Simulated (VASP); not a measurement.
HfRu3:

```
CELL_PARAMETERS angstrom
3.95577 0.00000 0.00000
0.00000 3.95577 0.00000
0.00000 0.00000 3.95577
ATOMIC_POSITIONS crystal
Hf 0.00000 0.00000 0.00000
Ru 0.00000 0.50000 0.50000
Ru 0.50000 0.00000 0.50000
Ru 0.50000 0.50000 0.00000
```

The cell comes from a database or a generator and needn't be the stable form of this composition.

* Program: VASP 6.6.1
* Task: single point
* Functional: PBE
* Potentials or basis: VASP PAW PBE potentials, release 64 (Hf_pv, Ru_pv)
* Cutoff: 520 eV
* k mesh: 7 × 7 × 7
* Occupations: fermi-dirac, width 0.05 eV
* Spin: no spin polarisation

On this cell: pressure -1.9 GPa; largest force zero by symmetry; band gap on the k mesh none (metal or under the smearing width).

The same run follows on a disturbed copy (atoms moved at random, drawn with an rms of 0.05 Å):

```
Hf Ru
1.0
     3.95577    0.00000    0.00000
     0.00000    3.95577    0.00000
     0.00000    0.00000    3.95577
Hf Ru
1 3
Direct
  0.00698 0.99827 0.99402
  0.00255 0.49865 0.50829
  0.49645 0.01814 0.49778
  0.50579 0.49674 0.00568
```

**Question.** What changes?

**Answer.** The energy (extrapolated to zero smearing) moves by +7.4 meV/atom; pressure -1.4 GPa; largest force 0.487 eV/Å; band gap on the k mesh none (metal or under the smearing width).

Forces in eV/Å, atoms in the order of the input:
```
Hf  -0.220 -0.170  0.309
Ru  -0.072  0.236 -0.357
Ru   0.315 -0.370  0.031
Ru  -0.023  0.304  0.017
```

Stress tensor (GPa, compression positive):
```
-1.42 -0.04 -0.04
-0.04 -1.45 -0.17
-0.04 -0.17 -1.41
```
